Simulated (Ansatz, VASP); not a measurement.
# RbCaH3: VASP beside Ansatz, part 3 of 3

Wanted: the spread between two codes on one cell, functional and k mesh. The cell is taken from a series of runs on this material, whose earlier steps may have relaxed, scaled, displaced or heated it; both programs get it as it stands.

VASP 6.6.1 and Ansatz 0.2.0.

So far: The structure; VASP: zone-centre phonons, LDA.

## Step 3: Ansatz: zone-centre phonons, LDA

Level of this step: Ansatz beside VASP: Kohn-Sham DFT, plane waves, LDA (Ansatz).

Ansatz runs on norm-conserving files, of PseudoDojo where its log says so.

The same cell, functional (in two slightly different forms) and mesh now go to Ansatz.

input.yaml

```yaml
crystal:
  lattice:
    - [4.396990175, 0.0, 0.0]
    - [0.0, 4.396990175, 0.0]
    - [0.0, 0.0, 4.396990175]
  atoms:
    - { symbol: Rb, position: [0.0, 0.0, 0.0] }
    - { symbol: Ca, position: [0.5, 0.5, 0.5] }
    - { symbol: H, position: [0.0, 0.5, 0.5] }
    - { symbol: H, position: [0.5, 0.0, 0.5] }
    - { symbol: H, position: [0.5, 0.5, 0.0] }
kpoints:
  mp_grid: { grid: [4, 4, 4] }
hamiltonian:
  xc: lda
  pseudopotentials: { kind: nc, accuracy: standard }
scf:
  occupations: { method: fixed }
output:
  eigenvalues: true
basis:
  ecutwfc: 1006.821
phonons:
  method: dfpt
  dielectric: true
  rigid_motions: translations
  raman: true
```

Command:

```bash
$ ansatz run input.yaml --threads 2 --pin off --max-ram 4096MiB --backend cpu --events-out ev --progress --plain --runs-dir out
```

The program printed:

```text
Warning: basis.ecutwfc = 1006.821 eV is below the records' recommended 1006.821291 eV, and the density's cutoff is lower with it unless basis.ecutrho_ratio is high enough to keep the records' density cutoff: compare with a run at a higher cutoff
Engine: ansatz 0.2.0, x86_64-unknown-linux-gnu
Pseudopotentials: kind: nc
Pseudopotential: Rb, nc, valence charge 9, recommended cutoff 571.439111 eV (normal), Rb.nc.azcp (PseudoDojo's, or run here from an input of PseudoDojo's; its table is named by hamiltonian.pseudopotentials.accuracy)
Pseudopotential: Ca, nc, valence charge 10, recommended cutoff 979.609905 eV (normal), Ca.nc.azcp (PseudoDojo's, or run here from an input of PseudoDojo's; its table is named by hamiltonian.pseudopotentials.accuracy)
Pseudopotential: H, nc, valence charge 1, recommended cutoff 1006.821291 eV (normal), H.nc.azcp (PseudoDojo's, or run here from an input of PseudoDojo's; its table is named by hamiltonian.pseudopotentials.accuracy)
Functional definition: SPW92
  exchange = slater_x
  correlation = pw_c
Crystal: 5 atoms, lattice volume = 85.009 Å³
Basis set: ecut = 1006.821 eV, 6187 PW (Γ), exchange–correlation on 96×96×96 points (8 copies of the dense FFT grid, shifted against one another)
Bands: 16, of which v1, the nominal top of the filled ones, is band 11 counted from 1 (10 counted from 0)
Symmetry: 48 space group operations
k-points: 30 of 64 (irreducible under 2 space group operations, time reversal used)
Non-local potential: Rb, projectors of the file, l = 0: 2, l = 1: 2, l = 2: 2
Non-local potential: Ca, projectors of the file, l = 0: 2, l = 1: 2, l = 2: 2
Non-local potential: H, projectors of the file, l = 0: 2, l = 1: 1
Initial density: superposition of atomic densities (chi_scale 0.1, normalization cell, long waves kept (reshape's long-wave potential 0.00 eV rms))
Initial wavefunctions: pseudopotential atomic-orbital guess
Functional: x = slater, c = lda
SCF iter   1: F=—  HF=-1840.145268 eV  |F-HF|=—  |Δ(HF+E_count)|=         —  Δρ=5.44e-2  dr2=3.00e0  ethr=3.10e-3  ⟨swp⟩=6.6  Hψ=2849  notcnv=0  defer=74
preconditioner: auto → Resta (q_TF=auto, 2.178 Å⁻¹)  ε∞=2.8  [insulator: Δε(μ)=3.867 eV  Ē_g=10.275 eV  n_scr=18 (ndim 8)  ℏωp=14.0 eV  f_vac=0.000  ε∞_Penn≈2.8]
SCF iter   2: F=—  HF=-1839.249922 eV  |F-HF|=—  |Δ(HF+E_count)|=   8.95e-1  Δρ=2.26e-2  dr2=6.45e-1  ethr=3.10e-3  ⟨swp⟩=2.4  Hψ=908  notcnv=0  defer=78
SCF iter   3: F=—  HF=-1839.018878 eV  |F-HF|=—  |Δ(HF+E_count)|=   2.31e-1  Δρ=3.90e-3  dr2=1.10e-2  ethr=2.93e-3  ⟨swp⟩=3.1  Hψ=964  notcnv=0  defer=68
SCF iter   4: F=—  HF=-1839.018206 eV  |F-HF|=—  |Δ(HF+E_count)|=   6.72e-4  Δρ=8.77e-4  dr2=6.68e-4  ethr=4.99e-5  ⟨swp⟩=3.9  Hψ=982  notcnv=0  defer=82
SCF iter   5: F=—  HF=-1839.018007 eV  |F-HF|=—  |Δ(HF+E_count)|=   1.99e-4  Δρ=1.77e-4  dr2=2.21e-5  ethr=3.04e-6  ⟨swp⟩=3.9  Hψ=952  notcnv=0  defer=80
SCF iter   6: F=—  HF=-1839.018011 eV  |F-HF|=—  |Δ(HF+E_count)|=   4.36e-6  Δρ=3.70e-5  dr2=8.77e-7  ethr=1.00e-7  ⟨swp⟩=2.9  Hψ=797  notcnv=0  defer=76
SCF iter   7: F=—  HF=-1839.017980 eV  |F-HF|=—  |Δ(HF+E_count)|=   3.07e-5  Δρ=5.56e-6  dr2=1.96e-8  ethr=3.99e-9  ⟨swp⟩=2.2  Hψ=676  notcnv=0  defer=76
SCF iter   8: F=—  HF=-1839.017980 eV  |F-HF|=—  |Δ(HF+E_count)|=   1.14e-8  Δρ=6.78e-7  dr2=2.42e-10  ethr=8.89e-11  ⟨swp⟩=2.5  Hψ=721  notcnv=0  defer=76
SCF iter   9: F=-1839.017980 eV  HF=-1839.017980 eV  |F-HF|=1.59e-12  |Δ(HF+E_count)|=  3.04e-10  Δρ=6.73e-8  dr2=2.87e-12  ethr=1.00e-12  ⟨swp⟩=19.1  Hψ=4993  notcnv=0
SCF 1 converged in 9 iterations: F = -1839.017980 eV  dr2 = 2.87e-12
DFPT response loops at Γ: preconditioner auto → none (the input reference at scf.mixing.eps_inf says where Resta's filter doesn't serve); β = 0.50; Broyden in place of MSR1
── the response to a field inside a basis, on 8×8×8 k-points: an SCF that follows is theirs, and a resumed run solves both again ──
Bands: 12, of which v1, the nominal top of the filled ones, is band 11 counted from 1 (10 counted from 0)
k-points: 20 of 512
Initial density: handed on by an earlier stage of this run
Initial wavefunctions: pseudopotential atomic-orbital guess (no wavefunctions were taken with the density)
Eigensolver: Dense (20 Hₖ)
SCF iter   1: F=—  HF=-1839.015407 eV  |F-HF|=—  |Δ(HF+E_count)|=         —  Δρ=8.68e-5  dr2=9.25e-7  ethr=1.00e-1
preconditioner: auto → Resta (q_TF=auto, 2.178 Å⁻¹)  ε∞=3.3  [insulator: Δε(μ)=3.049 eV  Ē_g=9.266 eV  n_scr=18 (ndim 8)  ℏωp=14.0 eV  f_vac=0.000  ε∞_Penn≈3.3]
SCF iter   2: F=—  HF=-1839.015408 eV  |F-HF|=—  |Δ(HF+E_count)|=   1.01e-6  Δρ=4.53e-5  dr2=2.79e-7  ethr=4.21e-9
SCF iter   3: F=—  HF=-1839.015408 eV  |F-HF|=—  |Δ(HF+E_count)|=   4.10e-7  Δρ=1.88e-6  dr2=1.56e-9  ethr=1.27e-9
SCF iter   4: F=-1839.015408 eV  HF=-1839.015408 eV  |F-HF|=1.55e-11  |Δ(HF+E_count)|=  7.77e-10  Δρ=2.94e-7  dr2=2.68e-11  ethr=7.11e-12
SCF 1 converged in 4 iterations: F = -1839.015408 eV  dr2 = 2.68e-11
DFPT response loops at Γ: mixed as the last ones told, above
DFPT response loops at Γ: mixed as the last ones told, above
WARN: field response: ε∞ stands inside a basis, on 8×8×8 points; the force constants stand on the 4×4×4 k-mesh, whose period is 13.37 times the interband length at k = (0.0000, -0.5000, -0.5000), direct gap 2.829 eV, under 14: take them and everything formed from them as unconverged, and compare with a denser kpoints.mp_grid
SCF converged after 9 iterations
Free energy (F): -1839.017980 eV
Harris-Foulkes:  -1839.017980 eV  (|F-HF|=1.59e-12)
Internal energy: -1839.017980 eV  (E = F + TS)
E sigma→0 (E₀):  -1839.017980 eV
Fermi energy:    2.661809 eV
--- Per-component energies (eV) ---
  E_band       = -244.345931
  E_kinetic    = 603.818259
  E_local      = -1301.292707  (includes V_loc(G=0)·N_el)
  E_nonlocal   = 46.173736
  E_hartree    = 387.485945
  E_xc         = -417.336757
  E_vxc        = -368.017135  (∫ρ·V_xc dr)
  E_ewald      = -1157.866456
  E_smearing   = -0.000000  (= −TS)
  E_closure    = -0.000000  (closes the sum)
  Σ components = -1839.017980   (vs F -1839.017980, Δ=0.00e0)
--- Band table (eV; the first three rows and the last of 30) ---
  k-point 0: bands = [... 7 lower, -6.6156, -0.4277, 2.0592, 2.0592, 8.6914, 8.6914, 8.6914, 10.0590, ... 1 higher]
  k-point 1: bands = [... 7 lower, -6.6073, 0.1313, 2.1311, 2.1961, 8.4111, 8.4111, 8.8564, 8.8651, ... 1 higher]
  k-point 2: bands = [... 7 lower, -6.5990, 1.0323, 1.8045, 2.3487, 8.1943, 8.1943, 8.2731, 8.9295, ... 1 higher]
  k-point 29: bands = [... 7 lower, -6.7905, 2.3619, 2.3619, 2.3619, 6.9510, 6.9510, 6.9510, 8.5837, ... 1 higher]
--- Phonons (Γ-DFPT): 4 representative perturbations + reference, on 30 of 64 k-points (Σ response iterations 12) ---
  k mesh reduced under 2 symmetry operations, with k and −k counted as one. Each operation leaves every solved perturbation unchanged. A smaller set is not considered because the run solves the response to a homogeneous field
  ASR residual: 1.294e-4 → 0.000e0 eV/Å²; symmetrization residual: 6.765e-7 eV/Å²
  ASR residual per site (eV/Å²): 3.64e-6 1.29e-4 1.61e-5 1.61e-5 1.61e-5
  Γ frequencies (cm⁻¹): 0.00 0.00 0.00 108.24 108.24 108.24 347.96 347.96 347.96 404.56 404.56 404.56 1207.04 1207.04 1207.04
  ε∞ (high-frequency dielectric tensor):
        3.454347     0.000000     0.000000
        0.000000     3.454347     0.000000
        0.000000     0.000000     3.454347
  ε⁰ (static dielectric tensor: ions relaxed, cell fixed):
       11.935517    -0.000000     0.000000
       -0.000000    11.935517    -0.000000
        0.000000    -0.000000    11.935517
  ε⁰ − ε∞ (ionic part):
        8.481170    -0.000000     0.000000
       -0.000000     8.481170    -0.000000
        0.000000    -0.000000     8.481170
  softest optical mode at Γ: 108.24 cm⁻¹; the repairs (sum rule, projections) moved no ω² at Γ by more than (2.66 cm⁻¹)²
  Born effective charges Z* (e; rows j = field, columns β = displacement):
    site 0:
         1.08837    0.00000   -0.00000
        -0.00000    1.08837    0.00000
        -0.00000    0.00000    1.08837
    site 1:
         1.73805    0.00000   -0.00000
        -0.00000    1.73805    0.00000
         0.00000    0.00000    1.73805
    site 2:
        -1.06906   -0.00000   -0.00000
         0.00000   -0.87868    0.00000
         0.00000    0.00000   -0.87868
    site 3:
        -0.87868    0.00000    0.00000
         0.00000   -1.06906    0.00000
         0.00000    0.00000   -0.87868
    site 4:
        -0.87868   -0.00000   -0.00000
         0.00000   -0.87868    0.00000
         0.00000    0.00000   -1.06906
  Z* charge neutrality: 1.186e-4 e pre-enforcement
  solved inside a basis spanned on kpoints, on 8×8×8 k-points: ε∞ is read to err by 8.0e-3, Z* by 1.0e-2 e (field_mesh: kpoints solves on kpoints); Z* is corrected for what the basis lacks
  Raman tensors (in the event stream and the table raman_tensors.tsv): an entry may err by 3.4e-3 Å², one of the second-order susceptibility by 2.2e-19 pm/V (basis, points and sum rule); their sum over the sites missed zero by 1.465e-20 Å² ahead of its enforcement
  optical modes at Γ without the LO–TO term, one row a degenerate level:
      ω (cm⁻¹)  modes    IR ((D/Å)²/amu)  static Raman (Å⁴/amu)  depolarisation
        108.24      3             2.9310                 0.0000               —
        347.96      3             0.0000                 0.0000               —
        404.56      3           117.0937                 0.0000               —
       1207.04      3            70.6523                 0.0000               —
  optical modes at Γ + LO–TO along q̂ = [1.0000, 0.0000, 0.0000]:
      ω (cm⁻¹)  modes    IR ((D/Å)²/amu)  static Raman (Å⁴/amu)  depolarisation
        108.24      2             1.9540                 0.0000               —
        118.62      1             0.1065                 0.0000               —
        347.96      3             0.0000                 0.0000               —
        404.56      2            78.0624                 0.0000               —
        641.16      1            28.4946                 0.0000               —
       1207.04      2            47.1016                 0.0000               —
       1291.82      1            34.9578                 0.0000               —
  optical modes at Γ + LO–TO along q̂ = [0.0000, 1.0000, 0.0000]:
      ω (cm⁻¹)  modes    IR ((D/Å)²/amu)  static Raman (Å⁴/amu)  depolarisation
        108.24      2             1.9540                 0.0000               —
        118.62      1             0.1065                 0.0000               —
        347.96      3             0.0000                 0.0000               —
        404.56      2            78.0624                 0.0000               —
        641.16      1            28.4946                 0.0000               —
       1207.04      2            47.1016                 0.0000               —
       1291.82      1            34.9578                 0.0000               —
  optical modes at Γ + LO–TO along q̂ = [0.0000, 0.0000, 1.0000]:
      ω (cm⁻¹)  modes    IR ((D/Å)²/amu)  static Raman (Å⁴/amu)  depolarisation
        108.24      2             1.9540                 0.0000               —
        118.62      1             0.1065                 0.0000               —
        347.96      3             0.0000                 0.0000               —
        404.56      2            78.0624                 0.0000               —
        641.16      1            28.4946                 0.0000               —
       1207.04      2            47.1016                 0.0000               —
       1291.82      1            34.9578                 0.0000               —
```

## Step 4: Differences

Known differences besides the potentials themselves: the two LDA forms differ slightly; fixed occupations in Ansatz, narrow Gaussian smearing in VASP; VASP's response is taken on the typed mesh, Ansatz refines its own for the field response alone; the cutoff is 1006.82 eV in Ansatz and 500 eV in VASP; VASP's log shows a relativistic correction to its local exchange, Ansatz's none. Total energies have different zeros and are not compared.

Both answers:

```
                                     quantity  Ansatz    VASP  difference
                                        ε∞ xx    3.45    3.48     -0.72 %
                                        ε∞ yy    3.45    3.48     -0.72 %
                                        ε∞ zz    3.45    3.48     -0.72 %
Born charge of Rb1 (mean of the diagonal) (e)    1.09    1.09        0.00
Born charge of Ca2 (mean of the diagonal) (e)    1.74    1.75       -0.01
 Born charge of H3 (mean of the diagonal) (e)   -0.94   -0.94        0.00
                   optical mode 1 to 3 (cm⁻¹)   108.2   109.2     -0.90 %
                   optical mode 4 to 6 (cm⁻¹)   348.0   344.1     +1.14 %
                   optical mode 7 to 9 (cm⁻¹)   404.6   402.4     +0.54 %
                 optical mode 10 to 12 (cm⁻¹)  1207.0  1218.5     -0.94 %
```

Modes are paired by rising frequency, not by their patterns, so a pair may set unlike modes beside each other; they are those without the splitting of longitudinal modes.

## Step 5: Outcome

| Quantity | Value |
| --- | --- |
| r.m.s. difference of the optical zone-centre modes, each program's sorted by frequency (zone-centre phonons, LDA) | 6.2 cm⁻¹ |
| difference in optical mode 4 to 6 (zone-centre phonons, LDA) | +1.1 % |

What this shows: The r.m.s. difference of the optical zone-centre modes, each program's sorted by frequency is 6.2 cm⁻¹ (zone-centre phonons, LDA). Among the rows given in per cent, the largest difference of the zone-centre phonons, LDA pair is in optical mode 4 to 6, +1.1 %. Such differences can come from data sets, numerical settings and the points named under the comparisons, not from the functional's error against experiment.

[Lines on the potential files, build, host, timing and source positions are cut from VASP's logs without a mark.]

[Logs are printed without paths, hosts, clocks, repeated set-up lines and the standing remarks that a program may print on its own settings, such as how far it seeks lower states.]

[Hosts, paths, dates, database ids (printed as entryN), source tags and the programs' standing remarks are cut or masked in the printed files.]
